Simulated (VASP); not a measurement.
VASP input:

### POSCAR
```
AlN
1
    1.5861000000    -2.7472060000     0.0000000000
    1.5861000000     2.7472060000     0.0000000000
    0.0000000000     0.0000000000     5.0796000000
Al N
2 2
Direct
  0.6666670000   0.3333330000   0.5000000000
  0.3333330000   0.6666670000   0.0000000000
  0.6666670000   0.3333330000   0.8820000000
  0.3333330000   0.6666670000   0.3820000000
```

**KPOINTS**
```
Automatic mesh
0
Gamma
6 6 4
0 0 0
```

INCAR:
```
SYSTEM = AlN
PREC = Accurate
ENCUT = 520
EDIFF = 1E-6
NELM = 100
ALGO = Normal
LREAL = .FALSE.
LASPH = .TRUE.
ISMEAR = 0
SIGMA = 0.05
GGA = PE
LWAVE = .FALSE.
LCHARG = .FALSE.
ISIF = 2
LSORBIT = .TRUE.
MAGMOM = 0 0 0 0 0 0 0 0 0 0 0 0
GGA_COMPAT = .FALSE.
```

POTCAR, in this order: Al N (PBE.64 set). Program: vasp_std.

Output

### standard output
```
 POSCAR found type information on POSCAR AlN
 POSCAR found :  2 types and       4 ions
 Reading from existing POTCAR

 -----------------------------------------------------------------------------
|                                                                             |
|     EEEEEEE  RRRRRR   RRRRRR   OOOOOOO  RRRRRR      ###     ###     ###     |
|     E        R     R  R     R  O     O  R     R     ###     ###     ###     |
|     E        R     R  R     R  O     O  R     R     ###     ###     ###     |
|     EEEEE    RRRRRR   RRRRRR   O     O  RRRRRR       #       #       #      |
|     E        R   R    R   R    O     O  R   R                               |
|     E        R    R   R    R   O     O  R    R      ###     ###     ###     |
|     EEEEEEE  R     R  R     R  OOOOOOO  R     R     ###     ###     ###     |
|                                                                             |
|     ERROR: Noncollinear calculations require that VASP is compiled          |
|     without the flag -DNGXhalf and-DNGZhalf.                                |
|     You probably tried to run a noncollinear calculation                    |
|     (LNONCOLLINEAR=T) with the executable vasp_std. Use vasp_ncl            |
|     instead!                                                                |
|                                                                             |
|       ---->  I REFUSE TO CONTINUE WITH THIS SICK JOB ... BYE!!! <----       |
|                                                                             |
 -----------------------------------------------------------------------------
```

Task: Read the log: what went wrong, and how is it fixed?

Result: The cause: LSORBIT needs the non-collinear program vasp_ncl. VASP stops with an error: ERROR: Noncollinear calculations require that VASP is compiled without the flag -DNGXhalf and-DNGZhalf. You probably tried to run a noncollinear calculation (LNONCOLLINEAR=T) with the executable vasp_std. Use vasp_ncl instead! ----> I REFUSE TO CONTINUE WITH THIS SICK JOB ... BYE!!! <---- To mend it, run vasp_ncl.

The mended run (PBE GGA with spin-orbit coupling, plane waves, VASP's PBE PAW potentials (set 64)) converges, and its OSZICAR ends with
```
   1 F= -.29739178E+02 E0= -.29739178E+02  d E =-.832796E-17  mag=    -0.0000    -0.0000    -0.0000
```

The compound is AlN in the wurtzite structure. The cell was not relaxed at this level.
